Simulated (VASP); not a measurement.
Given:

```
CELL_PARAMETERS angstrom
      0.00000     2.54000     2.54000
      2.54000     0.00000     2.54000
      2.54000     2.54000     0.00000
ATOMIC_POSITIONS crystal
  Hf 0.00000 0.00000 0.00000
  O  0.25000 0.25000 0.25000
  O  0.75000 0.75000 0.75000
```

All values below come from LDA (Ceperley-Alder, Perdew-Zunger), VASP's LDA PAW potentials (set 64) (plane waves; VASP). Run with 520 eV cut-off, 8×8×8 Γ-centred mesh, Gaussian smearing of 0.050 eV, potentials Hf_pv O.

Energy and stress use the plane-wave basis of the starting cell.

### Question
The ions, cell shape and volume are relaxed. Predict the relaxed structure.

### Answer

```
CELL_PARAMETERS angstrom
      0.00000     2.49107     2.49107
      2.49107     0.00000     2.49107
      2.49107     2.49107     0.00000
ATOMIC_POSITIONS crystal
  Hf 0.00000 0.00000 0.00000
  O  0.25000 0.25000 0.25000
  O  0.75000 0.75000 0.75000
```
Space group Fm-3m (225), at a tolerance of 0.03 Å.

### Question
How do energy and volume change from the first to the last step?

### Answer
The energy (σ→0) changes by -30.4 meV/atom and the volume by -5.7 %, in 4 ionic steps.

The compound is HfO2 in the fluorite structure, the high-temperature cubic form, which is unstable at 0 K; the monoclinic form is the stable one. This run relaxes it. Symmetry was kept, so distortions that lower it aren't found.
